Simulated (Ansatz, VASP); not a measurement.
**One calculation of HfHF3, two programs**

File INCAR:

```
SYSTEM = HfHF3
  PREC = Accurate
  ENCUT = 600
  EDIFF = 1E-6
  ISMEAR = 0
  SIGMA = 0.1
  LREAL = .False.
  LASPH = .True.
  NELM = 60
  ALGO = Normal
  ISIF = 3
  LWAVE = .False.
  LCHARG = .False.
  GGA = PE
  IBRION = 2
  NSW = 90
  EDIFFG = -0.04
```

Contents of KPOINTS:

```
regular mesh
0
Gamma
  4 4 4
  0 0 0
```

File POSCAR:

```
HfHF3
1.0
    3.7945059100      0.0000000000      0.0000000000
    0.0000000000      3.7945059100      0.0000000000
    0.0000000000      0.0000000000      3.7945059100
Hf H F
1 1 3
Direct
    0.0000000000      0.0000000000      0.0000000000
    0.5000000000      0.5000000000      0.5000000000
    0.5000000000      0.0000000000      0.0000000000
    0.0000000000      0.5000000000      0.0000000000
    0.0000000000      0.0000000000      0.5000000000
```

Input for Ansatz:

```yaml
crystal:
  lattice:
    - [3.79450591, 0.0, 0.0]
    - [0.0, 3.79450591, 0.0]
    - [0.0, 0.0, 3.79450591]
  atoms:
    - { symbol: Hf, position: [0.0, 0.0, 0.0] }
    - { symbol: H, position: [0.5, 0.5, 0.5] }
    - { symbol: F, position: [0.5, 0.0, 0.0] }
    - { symbol: F, position: [0.0, 0.5, 0.0] }
    - { symbol: F, position: [0.0, 0.0, 0.5] }
basis:
  ecutwfc: 420
kpoints:
  mp_grid: { grid: [4, 4, 4] }
hamiltonian:
  xc: pbe
scf:
  occupations: { method: gaussian, width: 0.1 }
  lower_state_search: "off"
output:
  forces: true
  stress: true
  eigenvalues: true
relax:
  adjacent_minimum: "off"
  f_tol: 0.04
  max_steps: 70
  cell: { stress_tol: 0.4 }
```

Change from the starting cell: species swapped into the MgAgF3 type (Pm-3m, No. 221).

Alike in both runs: task relaxation of cell and atoms; functional PBE; k mesh 4 × 4 × 4; occupations gaussian, width 0.1 eV; no spin polarisation.

```csv
,VASP,Ansatz
version,VASP 6.6.1,Ansatz 0.2.0
potentials or method,"VASP PAW PBE potentials, release 64 (Hf_pv, H, F)","scalar-relativistic, plane waves, PAW"
plane-wave cutoff (eV),600,420
valence electrons in the cell,32,48
```

|  | VASP | Ansatz | Ansatz less VASP |
| --- | --- | --- | --- |
| gap on the k mesh at the Fermi level, each at its own relaxed structure (eV) | none | none | - |
| relaxed volume (Å³/atom) | 13.58 | 13.78 | +0.206 |
| relaxed cell length with the largest relative difference (Å) | 4.079 | 4.100 | +0.0206 |
| energy change over the relaxation (meV/atom) | -284 | -331 | -46.9 |

A gap of «none» marks a metal or a gap that the smearing closes. The two sets of potentials don't hold the same shells in valence.

Caveats: the k mesh is coarse (spacing up to 0.41 Å⁻¹), so the values aren't converged; the volume moved by over 15 % at a fixed basis, so the end points are rough (VASP). The runs have no spin-orbit coupling, so splittings on Hf are missing.
